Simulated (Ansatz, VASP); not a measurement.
**Cross-check of Zn10In18Sn11O59 between VASP and Ansatz**

Wanted: the spread between two codes on one cell, functional and k mesh. Of the first pair: The structure shown is frame 32 of Ansatz's trajectory.

Method: plane waves, with VASP 6.6.1 beside it; single point at PBE, in Ansatz 0.2.0.

## Step 1: Set-up

The cell holds 98 atoms: 18 In, 10 Zn, 11 Sn and 59 O. Its edges and angles: a = 10.945 Å, b = 10.945 Å, c = 10.945 Å, α = 90.0°, β = 90.0°, γ = 90.0°. As first built, before any earlier steps moved the atoms (in the runner's words): 98 atoms (18 Sc, 10 Zn, 11 Sn, 59 O) placed at random at 4.81 g/cm^3, melted at 5000 K for 10 ps at fixed volume with the Morse and Coulomb pair potential with partial charges (Pedone, Malavasi, Menziani, Cormack and Segre, J. Phys. Chem. B 110, 11780 (2006)). Quenched from 5000 K to 300 K at 100 K/ps and fixed volume, held 10 ps at zero pressure, then minimised at fixed cell. Then Sc was replaced by In and the cell scaled by 1.022 (the potential has no terms for the new elements, so the cell is a start for a DFT relaxation).

## Step 2: Ansatz: dynamics, PBE

Ansatz runs on its default PAW (the set named soft_2) files.

One frame of this run of dynamics is then solved in both programs, so the motion causes no difference.

input.yaml

```yaml
crystal:
  lattice:
    - [10.94523, 0.0, 0.0]
    - [0.0, 10.94523, 0.0]
    - [0.0, 0.0, 10.94523]
  atoms:
    - { symbol: In, position: [0.11217, 0.32183, 0.31642] }
    - { symbol: In, position: [0.0817, 0.67943, 0.66143] }
    - { symbol: In, position: [0.78885, 0.76146, 0.84019] }
    - { symbol: In, position: [0.51588, 0.60874, 0.64774] }
    - { symbol: In, position: [0.28129, 0.1117, 0.50801] }
    - { symbol: In, position: [0.76989, 0.47351, 0.83519] }
    - { symbol: In, position: [0.29518, 0.47671, 0.82362] }
    - { symbol: In, position: [0.59426, 0.61966, 0.31998] }
    - { symbol: In, position: [0.50912, 0.18262, 0.3575] }
    - { symbol: In, position: [0.80404, 0.1191, 0.45635] }
    - { symbol: In, position: [0.54033, 0.97803, 0.9277] }
    - { symbol: In, position: [0.02479, 0.96778, 0.65896] }
    - { symbol: In, position: [0.77642, 0.20029, 0.72396] }
    - { symbol: In, position: [0.03843, 0.25954, 0.94826] }
    - { symbol: In, position: [0.30634, 0.11734, 0.12265] }
    - { symbol: In, position: [0.32196, 0.76821, 0.44247] }
    - { symbol: In, position: [0.49317, 0.66722, 0.00029] }
    - { symbol: In, position: [0.28556, 0.10653, 0.8061] }
    - { symbol: Zn, position: [0.81265, 0.75735, 0.10156] }
    - { symbol: Zn, position: [0.33126, 0.79959, 0.75149] }
    - { symbol: Zn, position: [0.25895, 0.79869, 0.13463] }
    - { symbol: Zn, position: [0.03864, 0.63953, 0.31253] }
    - { symbol: Zn, position: [0.51292, 0.30327, 0.60174] }
    - { symbol: Zn, position: [0.81473, 0.86058, 0.36963] }
    - { symbol: Zn, position: [0.81765, 0.08221, 0.18566] }
    - { symbol: Zn, position: [0.80129, 0.03599, 0.92678] }
    - { symbol: Zn, position: [0.89328, 0.48146, 0.15998] }
    - { symbol: Zn, position: [0.60085, 0.40843, 0.13485] }
    - { symbol: Sn, position: [0.0395, 0.95981, 0.0356] }
    - { symbol: Sn, position: [0.02509, 0.35938, 0.66167] }
[... 62 atom lines left out ...]
    - { symbol: O, position: [0.66786, 0.98785, 0.07779] }
    - { symbol: O, position: [0.69692, 0.07378, 0.60608] }
    - { symbol: O, position: [0.95352, 0.99351, 0.47447] }
    - { symbol: O, position: [0.88462, 0.87511, 0.96681] }
    - { symbol: O, position: [0.69745, 0.8136, 0.5248] }
    - { symbol: O, position: [0.6777, 0.69501, 0.98674] }
kpoints:
  mp_grid: { grid: [1, 1, 1] }
hamiltonian:
  xc: pbe
scf:
  occupations: { method: gaussian, width: 0.025 }
output:
  forces: true
  stress: true
md:
  timestep: 1.0
  n_steps: 96
  ensemble: nve
  temperature: 300
  initial_velocities: maxwell_boltzmann
  seed: 6484
```

Command:

```console
> ansatz run input.yaml --threads 4 --pin off --max-ram 8192MiB --backend cpu --events-out ev --progress --plain --runs-dir out
```

Numbers of over 12 decimals in the logs are rounded to 6 here.

What it wrote:

```text
Warning: md: disabling space-group detection — thermal motion breaks the input geometry's symmetry, so no spatial operation reduces the k-mesh or symmetrises the density; time reversal is kept, so that k and −k are solved as one point where they differ and the mesh holds both, and exact exchange and, on two spinor components, a DFT+U term hold to it where the run has them: on two components no moment then forms, and  [...]
Warning: output.stress: scf.convergence.dr2_threshold = 9.8e-8 eV (the default of an md: trajectory) is looser than the 9.8e-9 eV advised for a printed stress (1e-10 eV for each atom of the cell: 98). What an SCF threshold leaves in a stress goes as its square root, and in the free energy as the threshold itself, and one threshold admits the most on a small cell: [figures from the program's tests cut] Set scf.converg [...]
Engine: ansatz 0.2.0, x86_64-unknown-linux-gnu
Pseudopotentials: kind: paw
Pseudopotential: In, paw, valence charge 13, recommended cutoff 420 eV (normal), In.paw.azcp
Pseudopotential: Zn, paw, valence charge 12, recommended cutoff 420 eV (normal), Zn.paw.azcp
Pseudopotential: Sn, paw, valence charge 14, recommended cutoff 420 eV (normal), Sn.paw.azcp
Pseudopotential: O, paw, valence charge 6, recommended cutoff 420 eV (normal), O.paw.azcp
Functional definition: PBE
  parameter kappa = 0.804
  parameter beta = 0.066725
  exchange = pbe_x(kappa = kappa, mu = beta*pi^2/3)
  correlation = pbe_c(beta = beta)
Crystal: 98 atoms, lattice volume = 1311.217 Å³
Basis set: ecut = 420 eV, 25677 PW (Γ), exchange–correlation on 150×150×150 points (8 copies of the dense FFT grid, shifted against one another)
Bands: 529, of which v1, the nominal top of the filled ones, is band 431 counted from 1 (430 counted from 0)
Symmetry: 1 space group operations
k-points: 1
Non-local potential: In, projectors of the file, l = 0: 2, l = 1: 2, l = 2: 2, l = 3: 2
Non-local potential: Zn, projectors of the file, l = 0: 2, l = 1: 2, l = 2: 3, l = 3: 1
Non-local potential: Sn, projectors of the file, l = 0: 2, l = 1: 2, l = 2: 2, l = 3: 2
Non-local potential: O, projectors of the file, l = 0: 2, l = 1: 2, l = 2: 1
PAW form: soft (Blöchl's): semilocal exchange-correlation on the pseudo side does not see the compensation charge
PAW one-centre angular grid: In, 590 points (default); XC on 64 Gauss nodes
PAW one-centre angular grid: Zn, 590 points (default); XC on 64 Gauss nodes
PAW one-centre angular grid: Sn, 590 points (default); XC on 64 Gauss nodes
PAW one-centre angular grid: O, 110 points (default); XC on 64 Gauss nodes
Initial density: superposition of atomic densities (neutral atoms: chi_scale 0, normalization atom), corrected by the library's trained network
Initial wavefunctions: pseudopotential atomic-orbital guess
Functional: x = pbe(κ = 0.804, μ = 0.219515), c = pbe(β = 0.066725)
SCF iter   1: F=—  HF=-233686.100470 eV  |F-HF|=—  |Δ(HF+E_count)|=         —  Δρ=2.49e-3  dr2=8.13e-2  ethr=1.77e-3  ⟨swp⟩=6.0  Hψ=2192  notcnv=0  defer=17
preconditioner: auto → Resta (q_TF=auto, 2.544 Å⁻¹)  ε∞=4.6  [insulator: Δε(μ)=0.393 eV  Ē_g=15.908 eV  σ=0.025 eV  W_gap=1.00  n_scr=364 (ndim 8)  ℏωp=30.1 eV  f_vac=0.057  D(μ)=0.00/eV (n_scr^D=0)  ε∞_Penn≈4.6]
SCF iter   2: F=—  HF=-233686.102713 eV  |F-HF|=—  |Δ(HF+E_count)|=   2.24e-3  Δρ=1.36e-3  dr2=1.71e-2  ethr=9.43e-6  ⟨swp⟩=2.0  Hψ=992  notcnv=0  defer=91
SCF iter   3: F=—  HF=-233686.103732 eV  |F-HF|=—  |Δ(HF+E_count)|=   1.02e-3  Δρ=6.03e-4  dr2=5.88e-3  ethr=1.98e-6  ⟨swp⟩=2.0  Hψ=772  notcnv=0  defer=91
SCF iter   4: F=—  HF=-233686.104338 eV  |F-HF|=—  |Δ(HF+E_count)|=   6.06e-4  Δρ=1.85e-4  dr2=4.73e-4  ethr=6.82e-7  ⟨swp⟩=2.0  Hψ=665  notcnv=0  defer=91
SCF iter   5: F=—  HF=-233686.104401 eV  |F-HF|=—  |Δ(HF+E_count)|=   6.25e-5  Δρ=1.18e-4  dr2=1.77e-4  ethr=5.49e-8  ⟨swp⟩=2.0  Hψ=813  notcnv=0  defer=91
SCF iter   6: F=—  HF=-233686.104407 eV  |F-HF|=—  |Δ(HF+E_count)|=   6.51e-6  Δρ=3.82e-5  dr2=1.92e-5  ethr=2.06e-8  ⟨swp⟩=2.0  Hψ=796  notcnv=0  defer=91
[...]
automatic band count: iteration 1 solves 500 bands in place of 529: the levels show a gap, and the empty bands left out lie too high to hold charge; the band table lists the bands solved (type scf.n_extra_bands for more)
md step    94: t =    94.00 fs  T =   213.6 K  F+E_penalty+E_count = -233685.01659971 eV  E_kin = 2.677667 eV  conserved = -233682.33893244 eV  P_inst = -0.4986 GPa  (2 SCF iters)
[...]
md step    95: t =    95.00 fs  T =   212.7 K  F+E_penalty+E_count = -233685.00584066 eV  E_kin = 2.666940 eV  conserved = -233682.33890059 eV  P_inst = -0.4955 GPa  (3 SCF iters)
[...]
md step    96: t =    96.00 fs  T =   212.1 K  F+E_penalty+E_count = -233684.99882834 eV  E_kin = 2.659936 eV  conserved = -233682.33889239 eV  P_inst = -0.4926 GPa  (8 SCF iters)
SCF converged after 8 iterations
Free energy (F): -233684.998828 eV
Harris-Foulkes:  -233684.998828 eV  (|F-HF|=1.01e-8)
Internal energy: -233684.998828 eV  (E = F + TS)
E sigma→0 (E₀):  -233684.998828 eV
Fermi energy:    8.063227 eV
--- Per-component energies (eV) ---
  E_band       = -1131.057367
  E_kinetic    = 18070.330243
  E_local      = -67311.497252  (includes V_loc(G=0)·N_el)
  E_nonlocal   = 15384.621018
  E_hartree    = 28691.574459
  E_xc         = -13717.272631
  E_vxc        = -8816.888967  (∫ρ·V_xc dr)
  E_paw        = -148147.410369  (= ΣΔE_a)
  E_vpaw       = -15840.906955  (= ΣTr[D̂ρ^β])
  E_aug_tail   = 0.139148  (compensation charges beyond the density's cutoff)
  E_ewald      = -66655.483444
  E_smearing   = -0.000000  (= −TS)
  E_closure    = 0.000000  (closes the sum)
  Σ components = -233684.998828   (vs F -233684.998828, Δ=0.00e0)
--- Forces (eV/Å), atoms counted from 1 ---
  atom   1  In     0.55006253     0.08249939     0.14988983
  atom   2  In     0.24756225     0.23236893     0.26361136
  atom   3  In    -0.39277608     0.47375597     0.58061341
  atom   4  In    -0.74457668     0.44321201     0.13207053
  atom   5  In     0.72754459    -0.00338067     0.01487861
  atom   6  In    -0.74845097    -0.63842092     0.24225660
  atom   7  In     0.33219831    -0.09638865    -0.39842578
  atom   8  In    -0.02240744    -0.47001028    -0.53954309
  atom   9  In    -1.72521165    -1.04482939    -0.68931156
  atom  10  In     0.10553883    -0.33113046    -0.74297378
  atom  11  In    -0.26976658     0.33465677     0.46568368
  atom  12  In     0.06166336    -0.29210724    -0.00296842
  atom  13  In    -0.12895347    -0.50879878     0.18258201
  atom  14  In     0.38228599     0.33931849    -0.61856054
  atom  15  In     0.43643839    -0.89842213     0.52020146
  atom  16  In    -0.38268301    -0.30334537     0.07453653
  atom  17  In     0.34304505    -0.37806993    -0.75184303
  atom  18  In    -0.44751730     0.93987836     0.44869397
  atom  19  Zn    -0.11205199     0.37135282     0.27091177
  atom  20  Zn    -0.17553521    -1.07558113    -0.39249655
  atom  21  Zn     0.88663735    -0.22833751     0.21775392
  atom  22  Zn     0.23240554     0.34484006     0.07375538
  atom  23  Zn    -0.53053432    -0.10393091     0.10254126
  atom  24  Zn    -0.30281830    -0.09042025    -0.51229782
[...]
atom  91  O      0.56545055     0.59069622     0.03973011
  atom  92  O     -0.07331557    -0.81907213    -0.18400068
  atom  93  O     -0.75100799    -0.16196725    -0.19781775
  atom  94  O     -0.44311552    -0.03749391     0.16453732
  atom  95  O     -0.50754398     0.41676544     0.74933658
  atom  96  O     -0.30589757    -0.17524336    -0.45437254
  atom  97  O      0.11917339    -0.25859112    -0.07582903
  atom  98  O     -0.28059787     0.02154392    -0.14764791
  max |Σ_I F_I| component: 4.53e-5 eV/Å
--- Stress (GPa, compression-positive) ---
       -3.893815      -0.731878       0.053079
       -0.731877      -0.515544       0.259062
        0.053079       0.259062       2.274891
  P = ⅓ Tr σ = -0.7115 GPa (-7.115 kbar)
--- MD trajectory: 96 steps, t = 0.0 → 96.0 fs ---
  final state: T = 212.1 K   F+E_penalty+E_count = -233684.99882834 eV   E_kin = 2.659936 eV
  conserved energy: peak-to-peak 2.627e-3 eV (2.680e-5 eV/atom) over 96.0 fs
```

## Step 3: VASP: single point, PBE, pair 1

The same cell, functional, mesh and smearing now go to VASP, with its own data sets.

Lines of VASP's logs that name or quote its potential files are left out, and so is its time.

INCAR

```
SYSTEM = Zn10In18Sn11O59
PREC = Accurate
ENCUT = 520
EDIFF = 1E-06
NELM = 120
ISMEAR = 0
SIGMA = 0.025
LREAL = Auto
ALGO = Normal
GGA = PE
NBANDS = 504
LORBIT = 11
LWAVE = .FALSE.
LCHARG = .FALSE.
ISIF = 2
LASPH = .TRUE.
GGA_COMPAT = .FALSE.
EFERMI = MIDGAP
NCORE = 2
```

POSCAR

```
Zn10In18Sn11O59
1.0
   10.9452300000      0.0000000000      0.0000000000
    0.0000000000     10.9452300000      0.0000000000
    0.0000000000      0.0000000000     10.9452300000
In Zn Sn O
18 10 11 59
Direct
    0.1013500858      0.3156352128      0.3141185704
    0.0819809177      0.6835306339      0.6618773658
    0.7878865953      0.7644517292      0.8358526956
    0.5132098640      0.6120565762      0.6466104413
    0.2766684665      0.1138029991      0.5091624388
    0.7725739889      0.4786377262      0.8304804924
    0.2974903223      0.4797706398      0.8256747460
    0.5923493613      0.6245186259      0.3188877712
    0.5104232620      0.1834406404      0.3545105950
    0.8067075795      0.1157581887      0.4561895913
    0.5474805006      0.9844288334      0.9280206994
    0.0249606450      0.9704592777      0.6643167846
    0.7736155385      0.2002881621      0.7229816093
    0.0332382234      0.2552527448      0.9456630879
    0.3107655116      0.1222358964      0.1169185115
    0.3245066572      0.7694767492      0.4426037644
    0.4906429559      0.6671125230      0.0011146408
    0.2880158754      0.1048127815      0.8083064495
    0.8072192179      0.7537621411      0.0987096662
    0.3304361809      0.7916325194      0.7605139408
    0.2554080636      0.7985853198      0.1393392373
    0.0318220814      0.6324947032      0.3185223152
    0.5037354172      0.3027711615      0.6082101518
    0.8158074339      0.8581272390      0.3743274468
    0.8193614935      0.0801536377      0.1927049500
    0.8041859331      0.0343894098      0.9218536294
    0.8879941308      0.4810771450      0.1573105362
    0.6065016450      0.3959715785      0.1338482608
    0.0370481022      0.9557405372      0.0362532354
    0.0336128158      0.3580463818      0.6636224182
[... 62 atom lines left out ...]
    0.6705660822      0.9970553383      0.0851695213
    0.7071299552      0.0658460352      0.6061544618
    0.9624466548      0.9840907866      0.4780347238
    0.8740063023      0.8764365847      0.9749269773
    0.6864908275      0.8074110823      0.5217706709
    0.6799674379      0.6898621591      0.9868682522
```

KPOINTS

```
Automatic mesh
0
Gamma
1 1 1
0 0 0
```

The projector-augmented-wave data sets are In_d, Zn, Sn_d and O (PBE family, release 64).

Command:

```console
> mpirun -np 8 vasp_gam
```

What it wrote:

```text
[banner, memory and clock lines left out]
running    8 mpi-ranks, on    1 nodes
[...]
LDA part: xc-table for (Slater+PW92), standard interpolation
 POSCAR, INCAR and KPOINTS ok, starting setup
[...]
entering main loop
       N       E                     dE             d eps       ncg     rms          rms(c)
DAV:   1     0.216018828077E+05    0.21602E+05   -0.35590E+05  1008   0.288E+03
DAV:   2     0.550584801986E+04   -0.16096E+05   -0.15446E+05  1008   0.897E+02
DAV:   3     0.424237000079E+03   -0.50816E+04   -0.48143E+04  1008   0.387E+02
DAV:   4    -0.548618658255E+03   -0.97286E+03   -0.93401E+03  1184   0.170E+02
[...]
DAV:  19    -0.527887710934E+03   -0.25901E-05   -0.36409E-05  1224   0.234E-02    0.111E-02
DAV:  20    -0.527887711269E+03   -0.33474E-06   -0.12024E-05  1080   0.116E-02    0.659E-03
DAV:  21    -0.527887711253E+03    0.15774E-07   -0.27815E-06   720   0.680E-03
   1 F= -.52788771E+03 E0= -.52788771E+03  d E =-.101917E-21
```

OUTCAR, selected parts (step 3):

```text
  FREE ENERGIE OF THE ION-ELECTRON SYSTEM (eV)
  ---------------------------------------------------
  free  energy   TOTEN  =      -527.8877112528 eV

  energy  without entropy=     -527.8877112528  energy(sigma->0) =     -527.88771125

[... 1 further part left out ...]
```

The run ends at a pressure of -0.41 GPa, with forces up to 2.1 eV/Å.

## Step 4: Differences

Known differences besides the potentials themselves: the cutoff is 420 eV in Ansatz and 520 eV in VASP (PREC = Accurate, projectors in real space). Total energies have different zeros and are not compared.

Forces on 10 of the 98 atoms, those with the largest forces and the largest differences (eV/Å; atoms numbered as in POSCAR):

```csv
atom,"Ansatz x, y, z","VASP x, y, z"
In11,"-1.431, -0.408, 0.334","-1.468, -0.411, 0.359"
Zn20,"-0.085, 1.248, -0.253","-0.101, 1.244, -0.249"
Zn21,"-0.069, -0.520, -0.637","-0.004, -0.557, -0.666"
Zn23,"0.691, -0.027, -0.754","0.742, -0.018, -0.834"
Sn29,"0.625, -0.653, 0.995","0.627, -0.660, 1.000"
Sn30,"-0.854, 0.474, -0.743","-0.848, 0.437, -0.729"
Sn31,"-0.699, 0.749, 1.075","-0.708, 0.757, 1.074"
Sn33,"-1.730, -1.105, -0.434","-1.766, -1.117, -0.418"
O44,"-0.698, -0.531, 0.572","-0.751, -0.595, 0.602"
O45,"-0.699, 0.960, -0.412","-0.736, 0.993, -0.417"
```

The forces differ by 24 meV/Å r.m.s., which is 5.2 % of the r.m.s. force of 0.457 eV/Å (both taken over all components).

## Step 5: Ansatz: dynamics, PBE

One frame of this run of dynamics is then solved in both programs, so the motion causes no difference.

The structure compared here is frame 64 of Ansatz's trajectory.

input.yaml is that of step 2.

Command:

```console
> ansatz run input.yaml --threads 4 --pin off --max-ram 8192MiB --backend cpu --events-out ev --progress --plain --runs-dir out
```

What it wrote:

```text
[...]
Crystal: 98 atoms, lattice volume = 1311.217 Å³
Basis set: ecut = 420 eV, 25677 PW (Γ), exchange–correlation on 150×150×150 points (8 copies of the dense FFT grid, shifted against one another)
Bands: 529, of which v1, the nominal top of the filled ones, is band 431 counted from 1 (430 counted from 0)
Symmetry: 1 space group operations
k-points: 1
[...]
atom  98  O     -0.28059787     0.02154392    -0.14764791
  max |Σ_I F_I| component: 4.53e-5 eV/Å
--- Stress (GPa, compression-positive) ---
       -3.893815      -0.731878       0.053079
       -0.731877      -0.515544       0.259062
        0.053079       0.259062       2.274891
  P = ⅓ Tr σ = -0.7115 GPa (-7.115 kbar)
--- MD trajectory: 96 steps, t = 0.0 → 96.0 fs ---
[...]
conserved energy: peak-to-peak 2.627e-3 eV (2.680e-5 eV/atom) over 96.0 fs
[key lines of the parts left out:]
SCF converged after 8 iterations
Free energy (F): -233684.998828 eV
Fermi energy:    8.063227 eV
```

## Step 6: VASP: single point, PBE, pair 2

The same cell, functional, mesh and smearing now go to VASP, with its own data sets.

INCAR is that of step 3.

POSCAR

```
Zn10In18Sn11O59
1.0
   10.9452300000      0.0000000000      0.0000000000
    0.0000000000     10.9452300000      0.0000000000
    0.0000000000      0.0000000000     10.9452300000
In Zn Sn O
18 10 11 59
Direct
    0.0914005462      0.3077687723      0.3114416052
    0.0832051953      0.6807348955      0.6615667282
    0.7864247713      0.7673388316      0.8328102744
    0.5127439076      0.6159030007      0.6409276004
    0.2715064005      0.1133918611      0.5116932216
    0.7751869993      0.4805289610      0.8287354400
    0.2980019607      0.4802457326      0.8266066588
    0.5929066817      0.6276432747      0.3192806364
    0.5156584192      0.1869581544      0.3532589082
    0.8146653839      0.1147349119      0.4536770812
    0.5453517194      0.9880468478      0.9297748882
    0.0266234698      0.9736478813      0.6684190282
    0.7724734885      0.2030382185      0.7217390589
    0.0291359798      0.2517078216      0.9476913688
    0.3100345995      0.1277177364      0.1158769619
    0.3277592157      0.7690564748      0.4400364360
    0.4901495903      0.6698991250      0.0039012428
    0.2908390230      0.1029946378      0.8099875471
    0.8050813003      0.7469281139      0.0987370754
    0.3284170365      0.7987680478      0.7670738760
    0.2506571356      0.7932039802      0.1368358637
    0.0278934294      0.6323393844      0.3206328236
    0.5031872332      0.3016382479      0.6087766086
    0.8154693871      0.8560258670      0.3765475920
    0.8226505976      0.0789110873      0.1938926820
    0.8082881767      0.0332016778      0.9209856714
    0.8810321939      0.4800173226      0.1508967833
    0.6113165278      0.3863783584      0.1332269856
    0.0393961570      0.9492354204      0.0436171739
    0.0355131870      0.3603213455      0.6618134110
[... 62 atom lines left out ...]
    0.6626539598      0.9936200518      0.0752108453
    0.7237399305      0.0591581904      0.6112799822
    0.9510444276      0.9808199554      0.4772215842
    0.8707080619      0.8735768915      0.9793581314
    0.6923472599      0.8080140847      0.5094730764
    0.6771534267      0.6852117315      0.9705415053
```

KPOINTS is that of step 3.

Command:

```console
> mpirun -np 8 vasp_gam
```

What it wrote:

```text
[... set-up lines as in an earlier step ...]
 entering main loop
       N       E                     dE             d eps       ncg     rms          rms(c)
DAV:   1     0.216430123315E+05    0.21643E+05   -0.35694E+05  1008   0.289E+03
DAV:   2     0.555407202222E+04   -0.16089E+05   -0.15410E+05  1008   0.902E+02
DAV:   3     0.440981108345E+03   -0.51131E+04   -0.48452E+04  1008   0.388E+02
DAV:   4    -0.550635856369E+03   -0.99162E+03   -0.95529E+03  1184   0.171E+02
[...]
DAV:  19    -0.527581268440E+03   -0.20354E-05   -0.23789E-05  1184   0.178E-02    0.114E-02
DAV:  20    -0.527581270305E+03   -0.18646E-05   -0.10034E-05   984   0.867E-03    0.792E-03
DAV:  21    -0.527581270994E+03   -0.68906E-06   -0.20994E-06   744   0.538E-03
   1 F= -.52758127E+03 E0= -.52758127E+03  d E =-.465534E-26
```

OUTCAR, selected parts (step 6):

```text
  FREE ENERGIE OF THE ION-ELECTRON SYSTEM (eV)
  ---------------------------------------------------
  free  energy   TOTEN  =      -527.5812709941 eV

  energy  without entropy=     -527.5812709941  energy(sigma->0) =     -527.58127099

[... 1 part as in an earlier step ...]
```

The run ends at a pressure of -0.03 GPa, with forces up to 1.7 eV/Å.

[end of part 1 of 2]

[Lines on the potential files, build, host, timing and source positions are cut from VASP's logs without a mark.]

[Logs are printed without paths, hosts, clocks, repeated set-up lines and the standing remarks that a program may print on its own settings, such as how far it seeks lower states.]

[Hosts, paths, dates, database ids (printed as entryN), source tags and the programs' standing remarks are cut or masked in the printed files.]
